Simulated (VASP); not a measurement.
```xyz
5
Lattice="3.9567 0.0000 0.0000 0.0000 2.8418 2.8551 0.0000 -2.8418 2.8551" Properties=species:S:1:pos:R:3 pbc="T T T"
Ba     0.0000     0.0000     0.0233
Ti     1.9784     0.0000     2.9570
O      1.9784     1.3911     4.1987
O      1.9784    -1.3911     4.1987
O      0.0000     0.0000     2.7831
```

Computed with PBEsol GGA with spin-orbit coupling, VASP's PBE PAW potentials (set 64) (plane waves; VASP). Settings: 520 eV cut-off, 5×5×5 Γ-centred mesh, Gaussian smearing of 0.050 eV, potentials Ba_sv Ti_sv O.

### Question
Give the energies of bands 33 to 46 at the high-symmetry points, in eV from the valence-band maximum.

### Answer

| band | Γ | Y | C0 | Z | A0 | T | S | R |
|---|---|---|---|---|---|---|---|---|
| 33 | -1.15 | -1.66 | -1.66 | -1.77 | -2.24 | -2.24 | -1.92 | -1.72 |
| 34 | -1.15 | -1.66 | -1.66 | -1.77 | -2.24 | -2.24 | -1.92 | -1.72 |
| 35 | -0.55 | -0.98 | -0.98 | -1.61 | -0.17 | -0.17 | -1.73 | -1.00 |
| 36 | -0.55 | -0.98 | -0.97 | -1.61 | -0.17 | -0.17 | -1.73 | -1.00 |
| 37 | -0.44 | -0.82 | -0.82 | -1.16 | -0.02 | -0.02 | -0.95 | -0.85 |
| 38 | -0.44 | -0.82 | -0.82 | -1.16 | -0.02 | -0.02 | -0.95 | -0.85 |
| 39 | -0.36 | -0.25 | -0.25 | -1.02 | 0.00 | 0.00 | -0.79 | -0.09 |
| 40 | -0.36 | -0.25 | -0.25 | -1.02 | 0.00 | 0.00 | -0.79 | -0.09 |
| 41 | 2.11 | 3.72 | 3.72 | 2.51 | 4.29 | 4.29 | 2.35 | 3.76 |
| 42 | 2.11 | 3.72 | 3.72 | 2.51 | 4.29 | 4.29 | 2.35 | 3.76 |
| 43 | 2.32 | 3.77 | 3.77 | 3.68 | 4.32 | 4.32 | 3.71 | 3.79 |
| 44 | 2.32 | 3.77 | 3.77 | 3.68 | 4.32 | 4.32 | 3.71 | 3.79 |
| 45 | 2.39 | 4.05 | 4.05 | 3.84 | 4.43 | 4.43 | 3.75 | 4.13 |
| 46 | 2.39 | 4.05 | 4.05 | 3.84 | 4.43 | 4.43 | 3.75 | 4.13 |

The gap is indirect, 2.11 eV, from the valence maximum at A0 to the conduction minimum at Γ.

The structure comes from a computed database's BaTiO3 entry (Amm2); how it stands against other phases isn't given here. It was relaxed first.
